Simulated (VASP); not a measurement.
The system is TaAs.

```
CELL_PARAMETERS angstrom
-1.72181 1.72181 5.86794
1.72181 -1.72181 5.86794
1.72181 1.72181 -5.86794
ATOMIC_POSITIONS crystal
Ta 0.49997 0.99997 0.50000
Ta 0.74997 0.74997 0.00000
As 0.08263 0.58263 0.50000
As 0.33263 0.33263 0.00000
```

The cell is a database's computed one.

Base run:

- Program: VASP 6.6.1
- Functional: r2SCAN
- Potentials or basis: VASP PAW PBE potentials, release 64 (Ta_pv, As)
- Cutoff: 520 eV
- k mesh: 13 × 13 × 13
- Occupations: fermi-dirac, width 0.05 eV
- Spin: no spin polarisation

Its results: band gap on the k mesh none (metal or under the smearing width); pressure 0.0 GPa.

Task: The run is repeated on the same cell with these changes: functional from r2SCAN to PBE. What comes out?

Result: Band gap on the k mesh none (metal or under the smearing width); pressure 2.6 GPa.

Caveats: the PAW data sets were made with another functional, which shifts forces and pressure a little (some runs).

Not every run made on this cell is shown here.
